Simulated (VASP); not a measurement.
# GW on AlN

Wanted: how far GW moves the Kohn-Sham levels of AlN. The cell is of the wurtzite type, one of the forms listed for this formula. The start is a cell from a database of measured crystal structures.

Program: VASP 6.6.1. Level of theory: PBE; plane waves and PAW (Al_GW, N_GW), in the first sound run; inputs show where later runs differ. Results are calculated unless marked as measured.

The database entry behind the starting cell differs from later determinations by our own check (inner coordinate u about 0.002 short), so it need not match the best structure at ambient conditions.

## (1) The starting structure

Symmetry: P6_3mc, No. 186, hexagonal system. The conventional cell has a = 3.113 Å, b = 3.113 Å, c = 4.981 Å, α = 90.00°, β = 90.00°, γ = 120.00°. Nearest to Al lie 4 N at 1.89 Å. Nearest to N lie 4 Al at 1.89 Å. Farther neighbours and most contacts between anions are not listed.

Structure file:

```cif
data_structure
_symmetry_space_group_name_H-M 'P6_3mc'
_symmetry_Int_Tables_number 186
_cell_length_a 3.1130
_cell_length_b 3.1130
_cell_length_c 4.9810
_cell_angle_alpha 90.000
_cell_angle_beta 90.000
_cell_angle_gamma 120.000
_cell_volume 41.80
loop_
_atom_site_label
_atom_site_type_symbol
_atom_site_symmetry_multiplicity
_atom_site_Wyckoff_symbol
_atom_site_fract_x
_atom_site_fract_y
_atom_site_fract_z
_atom_site_occupancy
Al1 Al 2 b 0.66667 0.33333 0.50000 1
N1 N 2 b 0.66667 0.33333 0.88000 1
```

## (2) Empty bands

ALGO = Exact makes the empty bands from the converged ground state in one step. LOPTICS writes the k-derivatives of the orbitals (WAVEDER), which give the long-wavelength limit of the screening.

File INCAR:

```
SYSTEM = AlN
PREC = Accurate
ENCUT = 450
ISMEAR = 0
SIGMA = 0.01
LREAL = .FALSE.
GGA = PE
NBANDS = 48
ALGO = Exact
NELM = 1
LWAVE = .TRUE.
LCHARG = .FALSE.
LOPTICS = .TRUE.
NEDOS = 1000
CSHIFT = 0.1
```

File POSCAR:

```
AlN
1.0
    3.1130000000      0.0000000000      0.0000000000
   -1.5565000000      2.6959370820      0.0000000000
    0.0000000000      0.0000000000      4.9810000000
Al N
2 2
Direct
    0.6666666667      0.3333333333      0.5000000000
    0.3333333333      0.6666666667      0.0000000000
    0.6666666667      0.3333333333      0.8800000000
    0.3333333333      0.6666666667      0.3800000000
```

File KPOINTS:

```
Automatic mesh
0
Gamma
3 3 2
0 0 0
```

Potentials, in the order of the species: Al_GW and N_GW (PBE family, release 64).

Command:

```
mpirun -np 8 vasp_std
```

Log:

```text
[banner, memory and clock lines left out]
running    8 mpi-ranks, on    1 nodes
 distrk:  each k-point on    8 cores,    1 groups
 distr:  one band on    1 cores,    8 groups

 POSCAR found type information on POSCAR AlN
 POSCAR found :  2 types and       4 ions
|                                                                             |
|           W    W    AA    RRRRR   N    N  II  N    N   GGGG   !!!           |
|           W    W   A  A   R    R  NN   N  II  NN   N  G    G  !!!           |
|           W    W  A    A  R    R  N N  N  II  N N  N  G       !!!           |
|           W WW W  AAAAAA  RRRRR   N  N N  II  N  N N  G  GGG   !            |
|           WW  WW  A    A  R   R   N   NN  II  N   NN  G    G                |
|           W    W  A    A  R    R  N    N  II  N    N   GGGG   !!!           |
|                                                                             |
|     For optimal performance we recommend to set                             |
|       NCORE = 2 up to number-of-cores-per-socket                            |
|     NCORE specifies how many cores store one orbital (NPAR=cpu/NCORE).      |
|     This setting can greatly improve the performance of VASP for DFT.       |
|     The default, NCORE=1 might be grossly inefficient on modern             |
|     multi-core architectures or massively parallel machines. Do your        |
|     Unfortunately you need to use the default for GW and RPA                |
|     calculations (for HF NCORE is supported but not extensively tested      |
|     yet).                                                                   |
|                                                                             |

 LDA part: xc-table for (Slater+PW92), standard interpolation
 found WAVECAR, reading the header
  number of bands has changed, file:    16 present:    48
  trying to continue reading WAVECAR, but it might fail
 POSCAR, INCAR and KPOINTS ok, starting setup
 FFT: planning ... GRIDC
 FFT: planning ... GRID_SOFT
 FFT: planning ... GRID
 reading WAVECAR
 random initialization beyond band           16
 the WAVECAR file was read successfully
 initial charge from wavefunction
 entering main loop
       N       E                     dE             d eps       ncg     rms          rms(c)
DIA:   1    -0.296297259688E+02   -0.29630E+02    0.00000E+00     0   0.000E+00
   1 F= -.29629726E+02 E0= -.29629726E+02  d E =-.654012E-16
 writing wavefunctions
 optical routines
 imaginary and real dielectric function
 recalculating local potential from charge density
 direction            1
 direction            2
 direction            3
```

Run time: 3 s. Hardware: 8 MPI ranks of Intel Xeon 6975P-C (Granite Rapids), shared host; peak memory 1 GiB.

Lines that name or quote the potential files are left out of all logs, and their timing lines are given in words.

From OUTCAR (step 2):

```text
ion  position               nearest neighbor table
   1  0.667  0.333  0.500-   3 1.89   4 1.89   4 1.89   4 1.89
   2  0.333  0.667  0.000-   4 1.89   3 1.89   3 1.89   3 1.89
   3  0.667  0.333  0.880-   1 1.89   2 1.89   2 1.89   2 1.89
   4  0.333  0.667  0.380-   2 1.89   1 1.89   1 1.89   1 1.89

  LATTYP: Found a hexagonal cell.
 ALAT       =     3.1130000000
 C/A-ratio  =     1.6000642467

 Subroutine GETGRP returns: Found 12 space group operations
 (whereof  6 operations were pure point group operations)

The static configuration has the point symmetry C_3v.
 The point group associated with its full space group is C_6v.

 Found      6 irreducible k-points:

   k-points           NKPTS =      6   k-points in BZ     NKDIM =      6   number of bands    NBANDS=     48

   dimension x,y,z NGX =    24 NGY =   24 NGZ =   36
   dimension x,y,z NGXF=    48 NGYF=   48 NGZF=   72

   ENCUT  =  450.0 eV  33.07 Ry    5.75 a.u.   5.38  5.38  8.62*2*pi/ulx,y,z

   NELECT =      16.0000    total number of electrons

 k-points in reciprocal lattice and weights: Automatic mesh
   0.00000000  0.00000000  0.00000000       0.056
   0.33333333  0.00000000  0.00000000       0.333
   0.33333333  0.33333333  0.00000000       0.111
   0.00000000  0.00000000  0.50000000       0.056
   0.33333333  0.00000000  0.50000000       0.333
   0.33333333  0.33333333  0.50000000       0.111

 average (electrostatic) potential at core
       1 -50.0477       2 -50.0477       3 -59.9228       4 -59.9228

 E-fermi :   5.2142

 k-point     1 :       0.0000    0.0000    0.0000
  band No.  band energies     occupation
    ...
      4       4.3242      2.00000
      5       4.3242      2.00000
      6       4.9836      2.00000
      7       4.9836      2.00000
      8       5.1601      2.00000
      9       9.3572      0.00000
     10      11.7862      0.00000
     11      15.7603      0.00000
     12      16.2733      0.00000
     13      16.2733      0.00000
    ...

 k-point     2 :       0.3333    0.0000    0.0000
  band No.  band energies     occupation
    ...
      4       0.7264      2.00000
      5       1.8551      2.00000
      6       3.3363      2.00000
      7       4.2852      2.00000
      8       4.6430      2.00000
      9      11.3732      0.00000
     10      11.8401      0.00000
     11      13.1034      0.00000
     12      15.4738      0.00000
     13      16.4894      0.00000
    ...

 k-point     3 :       0.3333    0.3333    0.0000
  band No.  band energies     occupation
    ...
      4       1.3825      2.00000
      5       1.3825      2.00000
      6       2.7318      2.00000
      7       2.7678      2.00000
      8       2.7678      2.00000
      9      10.1730      0.00000
     10      13.5206      0.00000
     11      14.8340      0.00000
     12      14.8340      0.00000
     13      16.6950      0.00000
    ...

  Total        0.3810056      0.3810056      0.2839344      0.0000000      0.0000000      0.0000000
  in kB       14.6028132     14.6028132     10.8823629      0.0000000      0.0000000      0.0000000
  external PRESSURE =      13.3626631 kB  Pullay stress =       0.0000000 kB

  energy-cutoff  :      450.00
  volume of cell :       41.80
      direct lattice vectors                 reciprocal lattice vectors
     3.113000000  0.000000000  0.000000000     0.321233537  0.185464269  0.000000000
    -1.556500000  2.695937082  0.000000000     0.000000000  0.370928538  0.000000000
     0.000000000  0.000000000  4.981000000     0.000000000  0.000000000  0.200762899

 POSITION                                       TOTAL-FORCE (eV/Angst)
 -----------------------------------------------------------------------------------
      1.55650      0.89865      2.49050         0.000000      0.000000     -0.198875
     -0.00000      1.79729      0.00000        -0.000000     -0.000000     -0.198875
      1.55650      0.89865      4.38328        -0.000000      0.000000      0.198875
     -0.00000      1.79729      1.89278         0.000000     -0.000000      0.198875
 -----------------------------------------------------------------------------------
    total drift:                               -0.000000     -0.000000     -0.000209

  FREE ENERGIE OF THE ION-ELECTRON SYSTEM (eV)
  ---------------------------------------------------
  free  energy   TOTEN  =       -29.6297259688 eV

  energy  without entropy=      -29.6297259688  energy(sigma->0) =      -29.62972597

 plasma frequency squared (from intraband transitions) (eV^2)
  --------------------------------------------------------------------------------------
       0.000       0.000      -0.000
       0.000       0.000       0.000
      -0.000       0.000       0.000

[... 3 further parts left out ...]
```

The gap is read on the k-mesh alone, so it is an upper bound where the band edges lie off the mesh.

A gap read on the k-mesh alone can miss the band edges.

Numbers from this step:

```
gap on the k-mesh              : 4.197 eV
least direct gap on the k-mesh : 4.197 eV
```

WAVECAR now holds 48 bands for 16 electrons. Its independent-particle dielectric tensor has xx, yy, zz = 5.8, 5.8, 4.9 on this mesh, which isn't tested for convergence in mesh or bands and lacks local fields.

## (3) G0W0, bands in the sums 48

This step: G0W0 on PBE; plane waves and PAW (Al_GW, N_GW) (VASP 6.6.1).

One pass of GW corrects the levels to first order, with G and W from the starting orbitals.

File INCAR:

```
SYSTEM = AlN
PREC = Accurate
ENCUT = 450
ISMEAR = 0
SIGMA = 0.01
LREAL = .FALSE.
GGA = PE
NBANDS = 48
ALGO = EVGW0
NELMGW = 1
ENCUTGW = 200
NOMEGA = 64
PRECFOCK = Fast
NBANDSGW = 16
LWAVE = .FALSE.
LCHARG = .FALSE.
```

POSCAR is that of step 2.

KPOINTS is that of step 2.

Command:

```
mpirun -np 8 vasp_std
```

Log:

```text
[banner, memory and clock lines left out]
running    8 mpi-ranks, on    1 nodes
 distrk:  each k-point on    8 cores,    1 groups
 distr:  one band on    1 cores,    8 groups

 POSCAR found type information on POSCAR AlN
 POSCAR found :  2 types and       4 ions
 [... a notice as in an earlier step ...]

|                                                                             |
|           W    W    AA    RRRRR   N    N  II  N    N   GGGG   !!!           |
|           W    W   A  A   R    R  NN   N  II  NN   N  G    G  !!!           |
|           W    W  A    A  R    R  N N  N  II  N N  N  G       !!!           |
|           W WW W  AAAAAA  RRRRR   N  N N  II  N  N N  G  GGG   !            |
|           WW  WW  A    A  R   R   N   NN  II  N   NN  G    G                |
|           W    W  A    A  R    R  N    N  II  N    N   GGGG   !!!           |
|                                                                             |
|     The default for ENCUTGWSOFT is different in this version of VASP.       |
|     please manually set ENCUTGWSOFT =200 in the INCAR file.                 |
|                                                                             |

 LDA part: xc-table for (Slater+PW92), standard interpolation
 found WAVECAR, reading the header
 POSCAR, INCAR and KPOINTS ok, starting setup
 FFT: planning ... GRIDC
 FFT: planning ... GRID_SOFT
 FFT: planning ... GRID
 reading WAVECAR
 the WAVECAR file was read successfully
 initial charge from wavefunction
 available memory per node:     27.32 GB, setting MAXMEM to     27978

 The Fermi energy was updated, please check that it is located mid-gap
 values below the HOMO (VB) or above the LUMO (CB) will cause erroneous energies
 E-fermi :   7.2587

 calculate exact exchange contribution
 the WAVEDER file was read successfully
energies w=
    0.000    0.000    0.805    0.000    1.608    0.000    2.408    0.000
    3.202    0.000    3.989    0.000    4.769    0.000    5.539    0.000
    6.300    0.000    7.051    0.000    7.791    0.000    8.521    0.000
    9.241    0.000    9.951    0.000   10.653    0.000   11.346    0.000
   12.032    0.000   12.712    0.000   13.386    0.000   14.057    0.000
   14.726    0.000   15.393    0.000   16.061    0.000   16.730    0.000
   17.404    0.000   18.082    0.000   18.768    0.000   19.463    0.000
   20.169    0.000   20.889    0.000   21.625    0.000   22.380    0.000
   23.157    0.000   23.959    0.000   24.790    0.000   25.654    0.000
   26.555    0.000   27.499    0.000   28.493    0.000   29.541    0.000
   30.655    0.000   31.841    0.000   33.111    0.000   34.477    0.000
   35.957    0.000   37.566    0.000   39.329    0.000   41.272    0.000
   43.428    0.000   45.840    0.000   48.561    0.000   51.658    0.000
   55.221    0.000   59.366    0.000   64.253    0.000   70.105    0.000
   77.239    0.000   86.126    0.000   97.499    0.000  112.554    0.000
  133.400    0.000  164.121    0.000  213.804    0.000  307.583    0.000
 responsefunction array rank=     288
 LDA part: xc-table for (Slater+PW92), standard interpolation

 min. memory requirement per mpi rank    147.4 MB, per node   1178.8 MB

 allocating   8 responsefunctions rank=   288
 shmem allocating  64 responsefunctions rank=   288
 response function shared by NCSHMEM nodes    1
 Doing            8  frequencies on each core in blocks of           64
NQ=   1    0.0000    0.0000    0.0000,
|.........|.........|.........|.........|.........|.........|.........|.........
 performed         20000 updates of chi_q(r,r)
 total number of BLAS operations         13.66 Gflops
NQ=   2    0.3333    0.0000    0.0000,
|.........|.........|.........|.........|.........|.........|.........|.........
 performed         59000 updates of chi_q(r,r)
 total number of BLAS operations         36.51 Gflops
NQ=   3    0.3333    0.3333    0.0000,
|.........|.........|.........|.........|.........|.........|.........|.........
 performed         85000 updates of chi_q(r,r)
 total number of BLAS operations         53.61 Gflops
NQ=   4    0.0000    0.0000    0.5000,
|.........|.........|.........|.........|.........|.........|.........|.........
 performed        105000 updates of chi_q(r,r)
 total number of BLAS operations         66.24 Gflops
NQ=   5    0.3333    0.0000    0.5000,
|.........|.........|.........|.........|.........|.........|.........|.........
 performed        144000 updates of chi_q(r,r)
 total number of BLAS operations         89.77 Gflops
NQ=   6    0.3333    0.3333    0.5000,
|.........|.........|.........|.........|.........|.........|.........|.........
 performed        170000 updates of chi_q(r,r)
 total number of BLAS operations        104.08 Gflops
 resolving degeneracies of screened two electron integrals

 calculate QP shifts <psi_nk| G(iteration)W_0 |psi_nk>: iteration 1
 entering main loop
```

Run time: 6.8 s. Hardware: 8 MPI ranks; peak memory 1.7 GiB.

From OUTCAR (step 3):

```text
 Found      6 irreducible k-points:

   k-points           NKPTS =      6   k-points in BZ     NKDIM =     18   number of bands    NBANDS=     48

   NELECT =      16.0000    total number of electrons

 E-fermi :   7.2587

 QP shifts <psi_nk| G(iteration)W_0 |psi_nk>: iteration 1
 for sc-GW calculations column KS-energies equals QP-energies in previous step
 and V_xc(KS)=  KS-energies - (<T + V_ion + V_H > + <T+V_H+V_ion>^1  + <V_x>^1)
 k-point   1 :       0.0000    0.0000    0.0000
  band No.  KS-energies  QP-energies   sigma(KS)   V_xc(KS)     V^pw_x(r,r')   Z            occupation Imag(sigma)
    ...
      5       4.3242       3.8180     -16.9579     -16.3009     -20.8602       0.7706       2.0000       0.1137
      6       4.9836       4.5818     -17.2870     -16.7703     -21.0827       0.7776       2.0000       0.1073
      7       4.9836       4.5818     -17.2870     -16.7703     -21.0827       0.7776       2.0000       0.1073
      8       5.1601       4.8583     -17.2533     -16.8649     -20.8913       0.7771       2.0000       0.1028
      9       9.3572      10.4525     -11.1224     -12.4922      -7.5066       0.7997       0.0000      -0.0840
     10      11.7862      12.9470      -9.5007     -10.9389      -5.4469       0.8072       0.0000      -0.0944
     11      15.7603      17.3115     -11.8721     -13.9333      -7.0646       0.7526       0.0000      -0.1770
     12      16.2733      17.4752      -8.3732      -9.8752      -3.8486       0.8002       0.0000      -0.1354
    ...

 k-point   2 :       0.3333    0.0000    0.0000
  band No.  KS-energies  QP-energies   sigma(KS)   V_xc(KS)     V^pw_x(r,r')   Z            occupation Imag(sigma)
    ...
      5       1.8551       1.0874     -15.5103     -14.5002     -19.5181       0.7599       2.0000       0.1413
      6       3.3363       2.6698     -16.2841     -15.4169     -20.2637       0.7686       2.0000       0.1221
      7       4.2852       3.8306     -16.5328     -15.9438     -20.2055       0.7718       2.0000       0.1089
      8       4.6430       4.1930     -17.1135     -16.5325     -20.9339       0.7745       2.0000       0.1097
      9      11.3732      12.3964      -9.4444     -10.7145      -5.5275       0.8056       0.0000      -0.0926
     10      11.8401      12.8396      -9.1416     -10.3821      -5.1648       0.8058       0.0000      -0.0957
     11      13.1034      14.4007     -10.5171     -12.1466      -6.4567       0.7961       0.0000      -0.1042
     12      15.4738      16.9631     -10.7427     -12.6518      -6.2977       0.7801       0.0000      -0.1353
    ...

 k-point   3 :       0.3333    0.3333    0.0000
  band No.  KS-energies  QP-energies   sigma(KS)   V_xc(KS)     V^pw_x(r,r')   Z            occupation Imag(sigma)
    ...
      5       1.3825       0.5691     -15.1440     -14.0663     -19.2096       0.7548       2.0000       0.1521
      6       2.7318       1.9966     -15.7393     -14.7816     -19.6381       0.7676       2.0000       0.1275
      7       2.7678       2.0951     -15.6668     -14.7891     -19.5510       0.7664       2.0000       0.1292
      8       2.7678       2.0951     -15.6668     -14.7891     -19.5510       0.7664       2.0000       0.1292
      9      10.1730      10.8803      -7.8643      -8.7271      -3.9581       0.8197       0.0000      -0.0868
     10      13.5206      14.8409     -11.0264     -12.7123      -6.9565       0.7831       0.0000      -0.1152
     11      14.8340      16.2932     -10.9298     -12.7884      -6.6685       0.7851       0.0000      -0.1230
     12      14.8340      16.2932     -10.9298     -12.7884      -6.6685       0.7851       0.0000      -0.1230
    ...

[... 8 parts as in an earlier step ...]

[... 3 further parts left out ...]
```

Numbers from this step:

```
quasiparticle gap on the mesh                 : 5.594 eV
smallest direct quasiparticle gap on the mesh : 5.594 eV
gap of the starting orbitals on the mesh      : 4.197 eV
```

GW takes the gap from 4.197 to 5.594 eV. The value holds for 48 bands, ENCUTGW = 200 eV and this mesh, and isn't shown to be converged in them.

(Continued in part 2 of 4.)

[Lines on the potential files, build, host, timing and source positions are cut from VASP's logs without a mark.]

[Logs are printed without paths, hosts, clocks, repeated set-up lines and the standing remarks that a program may print on its own settings, such as how far it seeks lower states.]

[Hosts, paths, dates, database ids (printed as entryN), source tags and the programs' standing remarks are cut or masked in the printed files.]

[Pressures printed for these runs are not shown converged in the cutoff: they can be off by several GPa and have the wrong sign.]
